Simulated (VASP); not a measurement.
# LiNbO3: structure and properties in VASP, part 4 of 5

Aim: relax LiNbO3 with LDA, compute its properties on that cell and hold them against experiment. The start is a cell from a database of measured crystal structures.

VASP 6.6.1, plane waves and PAW; the level of theory is named at each step.

So far, least gap on mesh and path (eV): step 5 (bands along the symmetry lines (LDA)) 3.45. The relaxed cell has a = 5.064, c = 13.675 Å (conventional setting).

**7. Optical spectrum (LDA)**

Level of this step: LDA; plane waves and PAW (Li_sv, Nb_sv, O) (VASP).

LOPTICS sums transitions from filled to empty bands. NBANDS is raised for it.

File INCAR:

```
SYSTEM = LiNbO3
PREC = Accurate
ENCUT = 650
EDIFF = 1E-06
NELM = 100
ISMEAR = 0
SIGMA = 0.05
LREAL = .FALSE.
ALGO = Normal
GGA = CA
NBANDS = 114
LASPH = .TRUE.
LORBIT = 11
LWAVE = .FALSE.
LCHARG = .FALSE.
KPAR = 8
LOPTICS = .TRUE.
NEDOS = 1500
CSHIFT = 0.1
```

File POSCAR:

```
LiNbO3
1.0
    2.5318544503      1.4617668484      4.5584486399
   -2.5318544503      1.4617668484      4.5584486399
    0.0000000000     -2.9235336969      4.5584486399
Li Nb O
2 2 6
Direct
    0.2817193126      0.2817193126      0.2817193126
    0.7817193126      0.7817193126      0.7817193126
    0.9982165085      0.9982165085      0.9982165085
    0.4982165085      0.4982165085      0.4982165085
    0.1062264688      0.3673936902      0.7182590200
    0.7182590200      0.1062264688      0.3673936902
    0.3673936902      0.7182590200      0.1062264688
    0.2182590200      0.8673936902      0.6062264688
    0.8673936902      0.6062264688      0.2182590200
    0.6062264688      0.2182590200      0.8673936902
```

File KPOINTS:

```
Automatic mesh
0
Gamma
8 8 8
0 0 0
```

Potentials, in the order of the species: Li_sv, Nb_sv and O (LDA family, release 64).

Launch:

```console
$ mpirun -np 8 vasp_std
```

Output:

```text
[... set-up lines as in an earlier step ...]
 entering main loop
       N       E                     dE             d eps       ncg     rms          rms(c)
DAV:   1     0.745669823690E+03    0.74567E+03   -0.32396E+04 14820   0.746E+02
DAV:   2    -0.447647534904E+02   -0.79043E+03   -0.72595E+03 14874   0.262E+02
DAV:   3    -0.984463838124E+02   -0.53682E+02   -0.51907E+02 19720   0.711E+01
DAV:   4    -0.105354880862E+03   -0.69085E+01   -0.66452E+01 29104   0.174E+01
DAV:   5    -0.105433143843E+03   -0.78263E-01   -0.78213E-01 18816   0.242E+00    0.272E+01
DAV:   6    -0.882558430559E+02    0.17177E+02   -0.93754E+00 24736   0.215E+01    0.941E+00
DAV:   7    -0.877850592293E+02    0.47078E+00   -0.25579E+00 20672   0.585E+00    0.560E+00
DAV:   8    -0.878488164250E+02   -0.63757E-01   -0.70754E-01 23960   0.412E+00    0.403E+00
DAV:   9    -0.876475413083E+02    0.20128E+00   -0.12385E-01 22432   0.218E+00    0.925E-01
DAV:  10    -0.876375029493E+02    0.10038E-01   -0.19655E-02 23432   0.545E-01    0.405E-01
DAV:  11    -0.876341473973E+02    0.33556E-02   -0.22302E-03 26576   0.277E-01    0.595E-02
DAV:  12    -0.876341870479E+02   -0.39651E-04   -0.52608E-04 20808   0.952E-02    0.419E-02
DAV:  13    -0.876341657899E+02    0.21258E-04   -0.36705E-05 22840   0.296E-02    0.549E-03
DAV:  14    -0.876341667556E+02   -0.96576E-06   -0.53992E-06 18376   0.773E-03
   1 F= -.87634167E+02 E0= -.87634167E+02  d E =-.249339E-14
 optical routines
 imaginary and real dielectric function
 recalculating local potential from charge density
 direction            1
 direction            2
 direction            3
```

The job ended after 3.6 min (8 MPI ranks of Intel Xeon Platinum 8259CL at 2.50GHz (Skylake/Cascade Lake), shared host; peak memory 11 GiB; 26 min of CPU time).

From OUTCAR (step 7):

```text
   k-points           NKPTS =     65   k-points in BZ     NKDIM =     65   number of bands    NBANDS=    114

   NELECT =      68.0000    total number of electrons

 E-fermi :   3.9941

 k-point     1 :       0.0000    0.0000    0.0000
  band No.  band energies     occupation
    ...
     30       3.1157      2.00000
     31       3.1273      2.00000
     32       3.2407      2.00000
     33       3.7225      2.00000
     34       3.7225      2.00000
     35       7.2065      0.00000
     36       7.2065      0.00000
     37       7.6316      0.00000
     38       8.9091      0.00000
     39       8.9091      0.00000
    ...

  Total       -0.0403357     -0.0403357     -0.0352345      0.0000000      0.0000000      0.0000000
  in kB       -0.6384323     -0.6384323     -0.5576903      0.0000000      0.0000000      0.0000000
  external PRESSURE =      -0.6115183 kB  Pullay stress =       0.0000000 kB

 POSITION                                       TOTAL-FORCE (eV/Angst)
 -----------------------------------------------------------------------------------
      0.00000     -0.00000      3.85261         0.000000     -0.000000      0.009348
      0.00000     -0.00000     10.69028         0.000000     -0.000000      0.009348
      0.00000     -0.00000     13.65096         0.000000     -0.000000      0.003292
      0.00000     -0.00000      6.81328         0.000000     -0.000000      0.003292
     -0.66124     -1.40753      5.43312         0.000135      0.000843     -0.004213
      1.54958      0.13112      5.43312        -0.000798     -0.000305     -0.004213
     -0.88834      1.27641      5.43312         0.000663     -0.000538     -0.004213
     -1.64351     -0.18535      7.71234        -0.000663     -0.000538     -0.004213
      0.66124      1.51600      7.71234        -0.000135      0.000843     -0.004213
      0.98228     -1.33065      7.71234         0.000798     -0.000305     -0.004213
 -----------------------------------------------------------------------------------
    total drift:                                0.000000      0.000000      0.000380

  FREE ENERGIE OF THE ION-ELECTRON SYSTEM (eV)
  ---------------------------------------------------
  free  energy   TOTEN  =       -87.6341667556 eV

  energy  without entropy=      -87.6341667556  energy(sigma->0) =      -87.63416676

 plasma frequency squared (from intraband transitions) (eV^2)
  --------------------------------------------------------------------------------------
       0.000       0.000       0.000
      -0.000       0.000      -0.000
       0.000      -0.000       0.000

[... 8 parts as in an earlier step ...]

[... 8 further parts left out ...]
```

These are independent-particle spectra without excitons or local fields, and fine structure depends on the mesh and on CSHIFT.

Numbers from this step:

| Item | Value |
| --- | --- |
| bands | 114 |
| Fermi energy | 3.994 eV |
| pressure | -0.06115 GPa |
| gap on the k-mesh | 3.461 eV |
| least direct gap on the k-mesh | 3.484 eV |

The imaginary dielectric function has structure finer than the step of the table below, so its rows give means over 0.5 eV, whole bins alone (the curve runs from 0 to 25.0 eV). Peaks (eV: height): xx 5.09: 10.8, 8.76: 6.15; zz 4.22: 9.93, 5.32: 9.04, 8.61: 5.70.

Imaginary dielectric function against photon energy; means over each step:

```tsv
photon energy (eV)	xx	zz
0.5	0.0154	0.0142
1.0	0.0329	0.0303
1.5	0.0559	0.0514
2.0	0.0902	0.0828
2.5	0.152	0.139
3.0	0.305	0.273
3.5	1.37	1.06
4.0	6.62	6.58
4.5	9.02	9.09
5.0	10.1	7.78
5.5	8.94	8.18
6.0	5.66	5.11
6.5	3.46	2.90
7.0	2.10	1.93
7.5	1.74	1.69
8.0	2.64	2.56
8.5	5.18	5.15
9.0	5.78	5.29
9.5	4.30	4.38
10.0	3.57	3.71
10.5	3.45	3.16
11.0	3.22	2.58
11.5	2.67	2.37
12.0	2.46	2.14
12.5	2.21	2.06
13.0	2.09	2.00
13.5	1.97	1.90
14.0	1.86	1.95
14.5	1.89	1.83
15.0	1.68	1.52
15.5	1.48	1.35
16.0	1.48	1.32
16.5	1.47	1.33
17.0	1.51	1.84
17.5	1.56	1.97
18.0	1.47	1.62
18.5	1.44	1.53
19.0	1.51	1.70
19.5	1.54	1.65
20.0	1.70	1.73
20.5	1.70	2.00
21.0	1.31	1.49
21.5	1.04	1.15
22.0	0.954	0.954
22.5	0.873	0.749
23.0	0.806	0.627
23.5	0.751	0.629
24.0	0.718	0.592
24.5	0.662	0.581
```

Table of real dielectric function by photon energy:

```tsv
photon energy (eV)	xx	zz
0	6.17	5.84
1	6.33	5.98
2	6.90	6.51
3	8.50	7.97
4	12.2	12.5
5	5.38	4.97
6	-0.661	-0.626
7	0.909	1.36
8	4.17	4.43
9	1.31	1.56
10	0.402	0.209
11	0.145	0.0335
12	0.114	0.484
13	0.249	0.581
14	0.421	0.640
15	0.268	0.387
16	0.511	0.756
17	0.614	1.26
18	0.537	0.424
19	0.572	0.689
20	0.432	0.515
21	-0.120	-0.302
22	0.101	-0.104
23	0.225	0.178
24	0.288	0.343
```

The mean of ε2 over directions passes 5 % of its top at 3.36 eV, against a least direct gap of 3.48 eV on this mesh; what lies under the gap is the tail of the broadening by CSHIFT.

**8. Band structure (LDA + SOC)**

This step: LDA, spin-orbit coupling; plane waves and PAW (Li_sv, Nb_sv, O) (VASP 6.6.1).

Levels along the symmetry lines show where the bands peak and cross; KPOINTS_OPT computes them in the converged potential. Spin-orbit coupling needs spinors and the noncollinear program, where each band holds one electron.

File INCAR:

```
SYSTEM = LiNbO3
PREC = Accurate
ENCUT = 650
EDIFF = 1E-06
NELM = 100
ISMEAR = 0
SIGMA = 0.05
LREAL = .FALSE.
ALGO = Normal
GGA = CA
LNONCOLLINEAR = .TRUE.
MAGMOM = 0 0 0 0 0 0 0 0 0 0 0 0 0 0 0 0 0 0 0 0 0 0 0 0 0 0 0 0 0 0
NBANDS = 88
GGA_COMPAT = .FALSE.
LASPH = .TRUE.
LSORBIT = .TRUE.
LMAXMIX = 4
LORBIT = 11
LWAVE = .FALSE.
LCHARG = .FALSE.
KPAR = 8
```

POSCAR is that of step 7.

File KPOINTS:

```
Automatic mesh
0
Gamma
5 5 5
0 0 0
```

File KPOINTS_OPT:

```
Line mode
12
Line-mode
Reciprocal
  0.00000000   0.00000000   0.00000000 GAMMA
  0.50000000   0.00000000   0.00000000 L

  0.50000000   0.00000000   0.00000000 L
  0.50000000   0.23522035  -0.23522035 B1

  0.76477965   0.50000000   0.23522035 B
  0.50000000   0.50000000   0.50000000 Z

  0.50000000   0.50000000   0.50000000 Z
  0.00000000   0.00000000   0.00000000 GAMMA

  0.00000000   0.00000000   0.00000000 GAMMA
  0.36761018   0.00000000  -0.36761018 X

  0.63238982   0.36761018   0.00000000 Q
  0.50000000   0.50000000   0.00000000 F

  0.50000000   0.50000000   0.00000000 F
  0.63238982   0.63238982   0.23522035 P1

  0.63238982   0.63238982   0.23522035 P1
  0.50000000   0.50000000   0.50000000 Z

  0.50000000   0.00000000   0.00000000 L
  0.76477965   0.36761018   0.36761018 P
```

Launch:

```console
$ mpirun -np 8 vasp_ncl
```

Output:

```text
[... set-up lines as in an earlier step ...]
 entering main loop
       N       E                     dE             d eps       ncg     rms          rms(c)
DAV:   1     0.967164023559E+03    0.96716E+03   -0.39783E+04  6160   0.194E+03
DAV:   2     0.103992628357E+02   -0.95676E+03   -0.91524E+03  7144   0.673E+02
DAV:   3    -0.979193928735E+02   -0.10832E+03   -0.10688E+03 10032   0.212E+02
DAV:   4    -0.104871819430E+03   -0.69524E+01   -0.69291E+01 11352   0.473E+01
DAV:   5    -0.105582983670E+03   -0.71116E+00   -0.71053E+00 11448   0.136E+01    0.277E+01
DAV:   6    -0.879676634273E+02    0.17615E+02   -0.76705E+01  8744   0.562E+01    0.936E+00
DAV:   7    -0.878821492478E+02    0.85514E-01   -0.82456E+00 10376   0.180E+01    0.568E+00
DAV:   8    -0.878001336083E+02    0.82016E-01   -0.82118E-01 10208   0.633E+00    0.162E+00
DAV:   9    -0.878011932624E+02   -0.10597E-02   -0.81022E-02 10280   0.240E+00    0.109E+00
DAV:  10    -0.878013811435E+02   -0.18788E-03   -0.16101E-02  9680   0.100E+00    0.336E-01
DAV:  11    -0.878016916824E+02   -0.31054E-03   -0.14260E-03 11688   0.220E-01    0.440E-02
DAV:  12    -0.878016806848E+02    0.10998E-04   -0.11006E-04  9760   0.688E-02    0.212E-02
DAV:  13    -0.878016808369E+02   -0.15215E-06   -0.37626E-05  8960   0.726E-02    0.160E-02
DAV:  14    -0.878016807042E+02    0.13278E-06   -0.65784E-06 10528   0.166E-02
   1 F= -.87801681E+02 E0= -.87801681E+02  d E =-.935703E-22  mag=     0.0000     0.0000    -0.0000
 Start KPOINTS_OPT (optional k-point list driver)
k-point batch [1-35\108]
       N       E                     dE             ncg
DAV:   1     0.106061495996E+05   -0.40517E+05     6160
DAV:   2    -0.217866315683E+05   -0.32393E+05     6392
DAV:   3    -0.259857658650E+05   -0.41991E+04    10104
DAV:   4    -0.263251216370E+05   -0.33936E+03    10440
DAV:   5    -0.263606065608E+05   -0.35485E+02    11680
DAV:   6    -0.263615426533E+05   -0.93609E+00    10704
DAV:   7    -0.263615864644E+05   -0.43811E-01    11368
DAV:   8    -0.263615891164E+05   -0.26520E-02    10976
DAV:   9    -0.263615892713E+05   -0.15491E-03     9624
DAV:  10    -0.263615892825E+05   -0.11226E-04     7248
DAV:  11    -0.263615892836E+05   -0.10319E-05     5448
DAV:  12    -0.263615892839E+05   -0.29326E-06     4824
[...]
k-point batch [106-108\108]
       N       E                     dE             ncg
DAV:   1     0.606622224787E+05   -0.49051E+04      528
DAV:   2     0.578166648737E+05   -0.28456E+04      560
DAV:   3     0.574638106624E+05   -0.35285E+03      848
DAV:   4     0.574356124975E+05   -0.28198E+02      896
DAV:   5     0.574323004514E+05   -0.33120E+01      992
DAV:   6     0.574322126401E+05   -0.87811E-01      928
DAV:   7     0.574322090607E+05   -0.35794E-02      976
DAV:   8     0.574322089046E+05   -0.15612E-03      936
DAV:   9     0.574322088945E+05   -0.10146E-04      808
DAV:  10     0.574322088938E+05   -0.67439E-06      560
```

Run time: 18 min. Hardware: 8 MPI ranks; peak memory 11 GiB; 2.1 h of CPU time.

From OUTCAR (step 8):

```text
   k-points           NKPTS =     35   k-points in BZ     NKDIM =     35   number of bands    NBANDS=     88

   NELECT =      68.0000    total number of electrons

 E-fermi :   4.0823

 k-point     1 :       0.0000    0.0000    0.0000
  band No.  band energies     occupation
    ...
     64       3.2416      1.00000
     65       3.7131      1.00000
     66       3.7131      1.00000
     67       3.7336      1.00000
     68       3.7336      1.00000
     69       7.1849      0.00000
     70       7.1849      0.00000
     71       7.2152      0.00000
     72       7.2152      0.00000
     73       7.6340      0.00000
    ...

  Total       -0.0465703     -0.0465703     -0.0384906      0.0000000      0.0000000      0.0000000
  in kB       -0.7371133     -0.7371133     -0.6092279      0.0000000      0.0000000      0.0000000
  external PRESSURE =      -0.6944848 kB  Pullay stress =       0.0000000 kB

 POSITION                                       TOTAL-FORCE (eV/Angst)
 -----------------------------------------------------------------------------------
      0.00000     -0.00000      3.85261         0.000000     -0.000000      0.009464
      0.00000     -0.00000     10.69028         0.000000     -0.000000      0.009464
      0.00000     -0.00000     13.65096         0.000000     -0.000000      0.009990
      0.00000     -0.00000      6.81328         0.000000     -0.000000      0.009990
     -0.66124     -1.40753      5.43312         0.000157     -0.001189     -0.006485
      1.54958      0.13112      5.43312         0.000951      0.000730     -0.006485
     -0.88834      1.27641      5.43312        -0.001108      0.000459     -0.006485
     -1.64351     -0.18535      7.71234         0.001108      0.000459     -0.006485
      0.66124      1.51600      7.71234        -0.000157     -0.001189     -0.006485
      0.98228     -1.33065      7.71234        -0.000951      0.000730     -0.006485
 -----------------------------------------------------------------------------------
    total drift:                               -0.000000      0.000000     -0.000293

  FREE ENERGIE OF THE ION-ELECTRON SYSTEM (eV)
  ---------------------------------------------------
  free  energy   TOTEN  =       -87.8016807042 eV

  energy  without entropy=      -87.8016807042  energy(sigma->0) =      -87.80168070

 Spin-Orbit-Coupling matrix elements
 Ion:    1  E_soc:     -0.0000000
 Ion:    2  E_soc:     -0.0000000
 Ion:    3  E_soc:     -0.1663685
 Ion:    4  E_soc:     -0.1663685
 Ion:    5  E_soc:     -0.0003118
 Ion:    6  E_soc:     -0.0003118
 Ion:    7  E_soc:     -0.0003118
 Ion:    8  E_soc:     -0.0003118
 Ion:    9  E_soc:     -0.0003118
 Ion:   10  E_soc:     -0.0003118

 magnetization (x)
# of ion       s       p       d       tot
------------------------------------------
    1        0.000   0.000   0.000   0.000
    2        0.000   0.000   0.000   0.000
    3        0.000  -0.000   0.000  -0.000
    4        0.000  -0.000   0.000  -0.000
    5       -0.000  -0.000   0.000  -0.000
    6       -0.000   0.000   0.000   0.000
    7        0.000   0.000   0.000   0.000
    8        0.000   0.000   0.000   0.000
    9       -0.000  -0.000   0.000  -0.000
   10       -0.000   0.000   0.000   0.000
--------------------------------------------------
tot         -0.000  -0.000   0.000  -0.000

 magnetization (y)
# of ion       s       p       d       tot
------------------------------------------
    1       -0.000  -0.000   0.000  -0.000
    2        0.000   0.000   0.000   0.000
    3       -0.000  -0.000   0.000   0.000
    4        0.000   0.000  -0.000  -0.000
    5        0.000   0.000   0.000   0.000
    6       -0.000  -0.000   0.000  -0.000
    7        0.000   0.000   0.000   0.000
    8       -0.000  -0.000   0.000  -0.000
    9       -0.000  -0.000   0.000  -0.000
   10        0.000   0.000   0.000   0.000
--------------------------------------------------
tot         -0.000   0.000  -0.000  -0.000

 magnetization (z)
# of ion       s       p       d       tot
------------------------------------------
    1        0.000   0.000   0.000   0.000
    2       -0.000  -0.000   0.000  -0.000
    3        0.000   0.000  -0.000  -0.000
    4       -0.000  -0.000   0.000   0.000
    5       -0.000  -0.000   0.000  -0.000
    6       -0.000  -0.000   0.000  -0.000
    7       -0.000  -0.000   0.000  -0.000
    8        0.000   0.000   0.000   0.000
    9        0.000   0.000   0.000   0.000
   10        0.000   0.000   0.000   0.000
--------------------------------------------------
tot         -0.000  -0.000  -0.000  -0.000

[... 7 parts as in an earlier step ...]

[... 9 further parts left out ...]
```

Numbers from this step:

```yaml
bands: 88
irreducible_k_points: 35
free_energy_toten: -87.8017 eV
fermi_energy: 4.082 eV
pressure: -0.06945 GPa
least_gap_on_mesh_and_path: 3.414 eV
least_direct_gap_on_mesh_and_path: 3.451 eV
valence_top_at_k: 0.1818, 0.1818, 0.1818
conduction_bottom_at_k: -0.4, 0.4, 0
```

On-site spin-orbit energy by atom:

```tsv
atom	on-site spin-orbit energy (eV)
Li1	0.000
Li2	0.000
Nb3	-0.166
Nb4	-0.166
O5	0.000
O6	0.000
O7	0.000
O8	0.000
O9	0.000
O10	0.000
```

The electronic bands at the labelled points (eV, zero at the valence-band top; v1 is the highest filled band, c1 the lowest empty one):

```tsv
point	v4	v3	v2	v1	c1	c2	c3	c4
Γ	-0.05	-0.05	-0.02	-0.02	3.43	3.43	3.46	3.46
0.45 of the way	-0.24	-0.24	-0.10	-0.09	3.51	3.57	3.61	3.64
L	-0.21	-0.21	-0.20	-0.20	3.89	3.89	3.91	3.91
0.45 of the way	-0.18	-0.18	-0.16	-0.16	3.74	3.74	3.80	3.80
B1	-0.29	-0.29	-0.27	-0.27	3.81	3.81	3.88	3.88
jump to B	-0.29	-0.29	-0.27	-0.27	3.81	3.81	3.88	3.88
0.45 of the way	-0.27	-0.27	-0.26	-0.26	4.20	4.20	4.26	4.26
Z	-0.30	-0.30	-0.30	-0.30	4.65	4.65	4.65	4.65
0.55 of the way	-0.04	-0.04	-0.01	-0.01	3.84	3.89	3.90	3.90
Γ	-0.05	-0.05	-0.02	-0.02	3.43	3.43	3.46	3.46
0.45 of the way	-0.30	-0.30	-0.05	-0.05	3.55	3.62	3.80	3.85
X	-0.43	-0.42	-0.12	-0.11	3.44	3.49	4.01	4.04
jump to Q	-0.43	-0.42	-0.12	-0.11	3.44	3.49	4.01	4.04
0.55 of the way	-0.44	-0.41	-0.20	-0.19	3.44	3.48	4.03	4.05
F	-0.44	-0.44	-0.25	-0.25	3.52	3.52	4.04	4.04
0.45 of the way	-0.49	-0.49	-0.20	-0.20	3.60	3.60	4.01	4.03
P1	-0.54	-0.51	-0.13	-0.13	3.85	3.85	4.01	4.03
0.45 of the way	-0.44	-0.44	-0.17	-0.17	4.23	4.23	4.39	4.41
Z	-0.30	-0.30	-0.30	-0.30	4.65	4.65	4.65	4.65
jump to L	-0.21	-0.21	-0.20	-0.20	3.89	3.89	3.91	3.91
0.45 of the way	-0.29	-0.27	-0.15	-0.14	3.79	3.81	4.02	4.03
P	-0.54	-0.51	-0.13	-0.13	3.85	3.85	4.01	4.03
```

Of the projections kept (Li, Nb, O), the largest for each band there; the rest of the weight can lie on other orbitals:

```tsv
point	v4	v3	v2	v1	c1	c2	c3	c4
Γ	O 0.99	O 0.99	O 0.99	O 0.99	Nb 0.87	Nb 0.87	Nb 0.88	Nb 0.88
L	O 0.96	O 0.96	O 0.96	O 0.96	Nb 0.84	Nb 0.84	Nb 0.84	Nb 0.84
B1	O 0.94	O 0.94	O 0.94	O 0.94	Nb 0.81	Nb 0.81	Nb 0.81	Nb 0.81
B	O 0.94	O 0.94	O 0.94	O 0.94	Nb 0.81	Nb 0.81	Nb 0.81	Nb 0.81
Z	O 0.96	O 0.96	O 0.96	O 0.96	Nb 0.80	Nb 0.80	Nb 0.80	Nb 0.80
Γ	O 0.99	O 0.99	O 0.99	O 0.99	Nb 0.87	Nb 0.87	Nb 0.88	Nb 0.88
```

The gap moves by -0.04 eV against LDA, which ran on another mesh.

On this path the gap is indirect, 3.41 eV, with the valence top between Z and Γ and the conduction bottom between Q and F. The least direct gap is 3.45 eV.

[end of part 4 of 5]

[Lines on the potential files, build, host, timing and source positions are cut from VASP's logs without a mark.]

[Logs are printed without paths, hosts, clocks, repeated set-up lines and the standing remarks that a program may print on its own settings, such as how far it seeks lower states.]

[Hosts, paths, dates, database ids (printed as entryN), source tags and the programs' standing remarks are cut or masked in the printed files.]

[A measured line is paired with the nearest computed mode of its activity, which favours agreement.]
